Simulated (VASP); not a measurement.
# Zn2CdSeS2 (I4/mmm) in VASP: further runs

Runs on Zn2CdSeS2. Level: PBE. Tasks: relaxation of cell and atoms.

All numbers are computed with VASP 6.6.1; they aren't measurements. Logs are shortened: lines on timing, memory, paths and dates and some standing lists are left out, and cuts for length are marked.

## 1. The structure

The structure is tetragonal, space group I4/mmm (No. 139). The conventional cell has a = 4.468 Å, b = 4.468 Å, c = 11.799 Å, α = 90.00°, β = 90.00°, γ = 90.00°. Zn (site symmetry 4mm) has 1 Se at 1.72 Å as nearest neighbours. Cd (site symmetry 4/mmm) has 4 Se at 3.16 Å and 8 Zn at 3.60 Å as nearest neighbours. Se (site symmetry 4/mmm) is surrounded by 2 Zn at 1.72 Å. S (site symmetry -4m2) is surrounded by 4 Zn at 2.55 Å.

The cell was built by a generator and needn't be a form met in nature.

## 2. Relaxation of cell and atoms, PBE

File INCAR:

```
PREC     = Normal         # precision mode
ENCUT    = 520            # plane-wave cutoff, eV
EDIFF    = 1E-4           # SCF threshold, eV
ISMEAR   = 0              # smearing method
SIGMA    = 0.15           # smearing width, eV
LREAL    = F              # projectors in reciprocal space
LASPH    = T              # aspherical terms in the spheres
NELM     = 60             # most SCF steps
ALGO     = Fast           # electronic algorithm
ISIF     = 3              # what is computed and relaxed
LWAVE    = F              # write WAVECAR
LCHARG   = F              # write CHGCAR
GGA      = PE             # functional
IBRION   = 2              # ionic algorithm
NSW      = 24             # ionic steps
EDIFFG   = -0.08          # ionic threshold
```

File KPOINTS:

```
regular mesh
0
Gamma
  4 4 4
```

File POSCAR:

```
Zn2CdSeS2
1.0
   -2.2339957000      2.2339957000      5.8995627500
    2.2339957000     -2.2339957000      5.8995627500
    2.2339957000      2.2339957000     -5.8995627500
Zn Cd Se S
2 1 1 2
Direct
    0.6460440200      0.6460440200      0.0000000000
    0.3539559800      0.3539559800      0.0000000000
    0.0000000000      0.0000000000      0.0000000000
    0.5000000000      0.5000000000      0.0000000000
    0.2500000000      0.7500000000      0.5000000000
    0.7500000000      0.2500000000      0.5000000000
```

Potentials or basis: VASP PAW PBE potentials, release 64 (Zn, Cd, Se, S).

Launch:

```bash
$ cat potpaw_PBE.64/Zn/POTCAR potpaw_PBE.64/Cd/POTCAR potpaw_PBE.64/Se/POTCAR potpaw_PBE.64/S/POTCAR > POTCAR
$ mpirun -np 1 vasp_std > vasp.out
```

OUTCAR:

```text
PREC = Normal
   ENCUT = 520
   EDIFF = 1E-4
   ISMEAR = 0
   LREAL = F
   LASPH = T
   NELM = 60
   ISIF = 3
   GGA = PE
   IBRION = 2
   NSW = 24
   EDIFFG = -0.08

 ion  position               nearest neighbor table
   1  0.646  0.646  0.000-   4 1.72   6 2.55   5 2.55   5 2.55   6 2.55
   2  0.354  0.354  0.000-   4 1.72   5 2.55   6 2.55   5 2.55   6 2.55
   3  0.000  0.000  0.000-   4 3.16   4 3.16   4 3.16   4 3.16
   4  0.500  0.500  0.000-   1 1.72   2 1.72   3 3.16   3 3.16   3 3.16   3 3.16
   5  0.250  0.750  0.500-   2 2.55   1 2.55   2 2.55   1 2.55
   6  0.750  0.250  0.500-   2 2.55   1 2.55   2 2.55   1 2.55

  LATTYP: Found a body centered tetragonal cell.
 ALAT       =     4.4679914000
 C/A-ratio  =     2.6408120436

  Lattice vectors:

 A1 = (  -2.2339957000,   2.2339957000,   5.8995627500)
 A2 = (   2.2339957000,  -2.2339957000,   5.8995627500)
 A3 = (   2.2339957000,   2.2339957000,  -5.8995627500)

Analysis of symmetry for initial positions (statically):
=====================================================================
 Subroutine PRICEL returns:
 Original cell was already a primitive cell.

 Routine SETGRP: Setting up the symmetry group for a
 body centered tetragonal supercell.

 Subroutine GETGRP returns: Found 16 space group operations
 (whereof 16 operations were pure point group operations)
 out of a pool of 16 trial point group operations.

The static configuration has the point symmetry D_4h.

Analysis of symmetry for dynamics (positions and initial velocities):
=====================================================================
 Subroutine PRICEL returns:
 Original cell was already a primitive cell.

 Routine SETGRP: Setting up the symmetry group for a
 body centered tetragonal supercell.

 Subroutine GETGRP returns: Found 16 space group operations
 (whereof 16 operations were pure point group operations)
 out of a pool of 16 trial point group operations.

The dynamic configuration has the point symmetry D_4h.

 Subroutine INISYM returns: Found 16 space group operations
 (whereof 16 operations are pure point group operations),
 and found     1 'primitive' translations

----------------------------------------------------------------------------------------

                                     Primitive cell

  volume of cell :     117.7727

  direct lattice vectors                    reciprocal lattice vectors
    -2.233995700  2.233995700  5.899562750     0.000000000  0.223814218  0.084752044
     2.233995700 -2.233995700  5.899562750     0.223814218  0.000000000  0.084752044
     2.233995700  2.233995700 -5.899562750     0.223814218  0.223814218  0.000000000

  length of vectors
     6.692257782  6.692257782  6.692257782     0.239323448  0.239323448  0.316521102

  position of ions in fractional coordinates (direct lattice)
     0.646044020  0.646044020  0.000000000
     0.353955980  0.353955980  0.000000000
     0.000000000  0.000000000  0.000000000
     0.500000000  0.500000000  0.000000000
     0.250000000  0.750000000  0.500000000
     0.750000000  0.250000000  0.500000000

  ion indices of the primitive-cell ions
   primitive index   ion index
                 1           1
                 2           2
                 3           3
                 4           4
                 5           5
                 6           6

----------------------------------------------------------------------------------------

 KPOINTS: regular mesh

Automatic generation of k-mesh.
 Grid dimensions read from file:
 generate k-points for:    4    4    4

 Generating k-lattice:

  Cartesian coordinates                     Fractional coordinates (reciprocal lattice)
     0.000000000  0.055953554  0.021188011     0.250000000 -0.000000000  0.000000000
     0.055953554  0.000000000  0.021188011    -0.000000000  0.250000000  0.000000000
     0.055953554  0.055953554  0.000000000     0.000000000  0.000000000  0.250000000

  Length of vectors
     0.059830862  0.059830862  0.079130276

  Shift w.r.t. Gamma in fractional coordinates (k-lattice)
     0.000000000  0.000000000  0.000000000

 Subroutine IBZKPT returns following result:
 ===========================================

 Found     13 irreducible k-points:

 Following reciprocal coordinates:
            Coordinates               Weight
  0.000000  0.000000  0.000000      1.000000
  0.250000 -0.000000  0.000000      8.000000
  0.500000 -0.000000  0.000000      4.000000
  0.250000  0.250000  0.000000      8.000000
  0.500000  0.250000  0.000000     16.000000
 -0.250000  0.250000  0.000000      4.000000
  0.500000  0.500000  0.000000      2.000000
  0.250000  0.250000  0.250000      2.000000
 -0.250000  0.250000  0.250000      4.000000
  0.500000  0.500000  0.250000      4.000000
 -0.250000  0.500000  0.250000      8.000000
 -0.250000 -0.250000  0.250000      2.000000
  0.500000  0.500000  0.500000      1.000000
   k-points           NKPTS =     13   k-points in BZ     NKDIM =     13   number of bands    NBANDS=     32
   number of dos      NEDOS =    301   number of ions     NIONS =      6
   total plane-waves  NPLWV =  64000
   dimension x,y,z NGX =    40 NGY =   40 NGZ =   40
   dimension x,y,z NGXF=    80 NGYF=   80 NGZF=   80
   ions per type =               2   1   1   2
   NGX,Y,Z   is equivalent  to a cutoff of   9.94,  9.94,  9.94 a.u.
   NGXF,Y,Z  is equivalent  to a cutoff of  19.87, 19.87, 19.87 a.u.
 SYSTEM =  unknown system
   PREC   = normal    normal or accurate (medium, high low for compatibility)
   ISTART =      0    job   : 0-new  1-cont  2-samecut
   ICHARG =      2    charge: 1-file 2-atom 10-const
   ISPIN  =      1    spin polarized calculation?
   LNONCOLLINEAR =      F non collinear calculations
   LSORBIT =      F    spin-orbit coupling
   LASPH  =      T    aspherical Exc in radial PAW
   ENCUT  =  520.0 eV  38.22 Ry    6.18 a.u.  12.44 12.44 12.44*2*pi/ulx,y,z
   NELM   =     60;   NELMIN=  2; NELMDL= -5     # of ELM steps
   EDIFF  = 0.1E-03   stopping-criterion for ELM
   LREAL  =      F    real-space projection
   EDIFFG = -.8E-01   stopping-criterion for IOM
   NSW    =     24    number of steps for IOM
   IBRION =      2    ionic relax: 0-MD 1-quasi-New 2-CG
   NFREE  =      1    steps in history (QN), initial steepest desc. (CG)
   ISIF   =      3    stress and relaxation
   ISYM   =      2    0-nonsym 1-usesym 2-fastsym
   POTIM  = 0.5000    time-step for ionic-motion
   TEBEG  =    0.0;   TEEND  =   0.0 temperature during run
   PSTRESS=    0.0 pullay stress
   NELECT =      54.0000    total number of electrons
   NUPDOWN=      -1.0000    fix difference up-down
   EMIN   =  10.00;   EMAX   =-10.00  energy-range for DOS
   EFERMI =   0.00;   METHOD = LEGACY
   ISMEAR =     0;   SIGMA  =   0.15  broadening in eV -4-tet -1-fermi 0-gaus
   EFERMI_NEDOS =   21; number of points for ismear=-14 and -15
   IALGO  =     68    algorithm
   IMIX   =      4    mixing-type and parameters
     AMIX     =   0.40;   BMIX     =  1.00
     AMIX_MAG =   1.60;   BMIX_MAG =  1.00
  volume/ion in A,a.u.               =      19.63       132.46
  Fermi-wavevector in a.u.,A,eV,Ry     =   1.262383  2.385559 21.682404  1.593612
  Thomas-Fermi vector in A             =   2.395794
   LORBIT       =      0    0 simple, 1 ext, 2 COOP (PROOUT), +10 PAW based schemes
   GGA     = PE    functional components
   LHFCALC =     F    Hartree Fock is set to
   AEXX    =    0.0000 exact exchange contribution
   IVDW    =     0    specifies the selected vdW correction
   LEPSILON=     F    determine dielectric tensor
   LRPA    =     F    only Hartree local field effects (RPA)
 conjugate gradient relaxation of ions
 non-spin polarized calculation
 RMM-DIIS sequential band-by-band and
 Gauss-broadening in eV      SIGMA  =   0.15
  energy-cutoff  :      520.00
  volume of cell :      117.77
 maximum number of plane-waves:      3201
   NGX = 25   NGY = 25   NGZ = 25

--------------------------------------- Ionic step        1  -------------------------------------------

 number of electron      54.0000000 magnetization

 Free energy of the ion-electron system (eV)
  ---------------------------------------------------
  ext. energy  EPLUGINS =         0.00000000
  ---------------------------------------------------
  free energy    TOTEN  =        -6.26451268 eV

  energy without entropy =       -6.22556522  energy(sigma->0) =       -6.24503895

 E-fermi :   3.3060     XC(G=0): -10.1464

 val. band max:        3.2815119817   @ k =  -0.2500   0.5000   0.2500
 cond. band min:       3.3879828091   @ k =   0.0000   0.0000   0.0000
 fundamental gap:      0.1064708274
 Fermi energy:         3.3060441752

 k-point     1 :       0.0000    0.0000    0.0000
  band No.  band energies     occupation
      1     -12.5766      2.00000
      2      -9.8464      2.00000
      3      -7.8158      2.00000
      4      -6.8579      2.00000
      5      -5.4896      2.00000
      6      -5.4896      2.00000
[... 557 lines left out ...]
  FREE ENERGIE OF THE ION-ELECTRON SYSTEM (eV)
  ---------------------------------------------------
  free  energy   TOTEN  =       -13.0120478639 eV

  energy  without entropy=      -13.0005566860  energy(sigma->0) =      -13.00630227

[... ionic steps 4 to 16 ...]

--------------------------------------- Ionic step       17  -------------------------------------------

 number of electron      53.9999986 magnetization

------------------------ aborting loop because EDIFF is reached ----------------------------------------

  FORCE on cell =-STRESS in cart. coord.  units (eV):
  Direction    XX          YY          ZZ          XY          YZ          ZX
  --------------------------------------------------------------------------------------
  -------------------------------------------------------------------------------------
  Total       -0.4502289     -0.4502289     -0.4275195      0.0000000      0.0000000      0.0000000
  in kB       -5.1942142     -5.1942142     -4.9322197      0.0000000      0.0000000      0.0000000
  external PRESSURE =      -5.1068827 kB  Pullay stress =       0.0000000 kB
[... 65 lines left out ...]
  energy  without entropy=      -16.1815096529  energy(sigma->0) =      -16.20112762

--------------------------------------- Ionic step       19  -------------------------------------------

 number of electron      54.0000010 magnetization

 Free energy of the ion-electron system (eV)
  ---------------------------------------------------
  ext. energy  EPLUGINS =         0.00000000
  ---------------------------------------------------
  free energy    TOTEN  =       -16.23581988 eV

  energy without entropy =      -16.19299813  energy(sigma->0) =      -16.21440901

 E-fermi :   2.2621     XC(G=0):  -9.3424

 val. band max:        2.2291868052   @ k =   0.5000   0.2500   0.0000
 cond. band min:       2.2980326085   @ k =  -0.2500   0.2500   0.0000
 fundamental gap:      0.0688458034
 Fermi energy:         2.2621113342

 k-point     1 :       0.0000    0.0000    0.0000
  band No.  band energies     occupation
      1     -11.6420      2.00000
      2     -10.5263      2.00000
      3      -9.3897      2.00000
      4      -6.1305      2.00000
      5      -6.1305      2.00000
      6      -6.1286      2.00000
[... 477 lines left out ...]
  FREE ENERGIE OF THE ION-ELECTRON SYSTEM (eV)
  ---------------------------------------------------
  free  energy   TOTEN  =       -16.2358198847 eV

  energy  without entropy=      -16.1929981333  energy(sigma->0) =      -16.21440901

 reached required accuracy - stopping structural energy minimisation
```

Wall time 9.1 min (1 thread of Intel Xeon Platinum 8488C (Sapphire Rapids), shared host); peak memory 0.3 GiB.

Results:

```yaml
Free_energy: -16.2358 eV
Relaxed_volume: 23.13 Å³/atom
Relaxed_cell: a = 7.619 Å, b = 7.619 Å, c = 7.619 Å, α = 145.84°, β = 145.84°, γ = 49.08°
Space_group_after_relaxing_to_0.05_Å: I4/mmm (No. 139)
Energy_gained_by_relaxing: 1661.9 meV/atom
Ionic_steps: 19
Pressure_after_relaxing: 0.0 GPa
Largest_force_after_relaxing: 0.053 eV/Å
Band_gap_on_the_k_mesh: none (metal or under the smearing width)
```

Forces in eV/Å, atoms in the order of the input:
```
Zn   0.000  0.000 -0.053
Zn   0.000  0.000  0.053
Cd   0.000  0.000  0.000
Se   0.000  0.000  0.000
S    0.000  0.000  0.000
S    0.000  0.000  0.000
```

The path:
```tsv
step	energy change (eV)	largest force (eV/Å)	pressure (GPa)	volume (Å³)
1	0.0000	23.0384	36.66	117.77
2	5.5652	0.2177	4.31	194.40
3	-6.7475	0.6456	2.22	188.99
4	-8.1667	0.6934	2.35	185.25
5	-8.7148	0.8389	2.40	170.35
6	-9.6885	0.8828	1.11	144.05
7	-9.8730	0.0723	3.27	130.91
8	-9.8824	0.6679	1.52	137.45
9	-9.9147	0.4838	1.64	135.30
10	-9.9200	0.3964	2.00	134.25
11	-9.9192	0.4412	2.09	134.58
12	-9.9489	0.2158	-0.82	139.50
13	-9.9490	0.2672	0.38	138.52
14	-9.9493	0.2366	-0.17	139.02
15	-9.9493	0.2312	-0.20	139.11
16	-9.9563	0.2007	-0.12	139.05
17	-9.9693	0.1079	-0.51	138.88
18	-9.9562	0.1157	-0.28	138.46
19	-9.9713	0.0525	-0.03	138.77
```

Final structure:
```
CELL_PARAMETERS angstrom
-2.23736 2.23736 6.93041
2.23736 -2.23736 6.93041
2.23736 2.23736 -6.93041
ATOMIC_POSITIONS crystal
Zn 0.68466 0.68466 0.00000
Zn 0.31533 0.31533 0.00000
Cd 0.00000 0.00000 0.00000
Se 0.50000 0.50000 0.00000
S 0.25000 0.75000 0.50000
S 0.75000 0.25000 0.50000
```

Levels at points of the mesh, in eV from the Fermi level:
| k point | band 24 | band 25 | band 26 | band 27 | band 28 | band 29 | band 30 | band 31 |
| --- | --- | --- | --- | --- | --- | --- | --- | --- |
| (0.00, 0.00, 0.00) | -1.75 | -1.23 | -0.83 | -0.69 | -0.69 | 0.55 | 1.64 | 4.93 |
| (0.50, 0.00, 0.00) | -2.63 | -2.44 | -1.48 | -1.20 | 1.82 | 2.53 | 3.13 | 3.35 |
| (0.50, 0.50, 0.00) | -2.64 | -1.89 | -1.58 | 0.65 | 0.65 | 2.12 | 3.02 | 4.56 |
| (0.50, 0.50, 0.50) | -1.83 | -1.57 | -0.82 | -0.82 | -0.82 | 0.98 | 3.17 | 3.86 |

Caveat: the k mesh is coarse (spacing up to 0.50 Å⁻¹), so the values aren't converged; the volume moved by over 15 % at a fixed basis, so the end points are rough; the relaxation stopped at a loose force limit of 0.08 eV/Å, so its end isn't a converged minimum.

(Continued in part 2 of 2.)
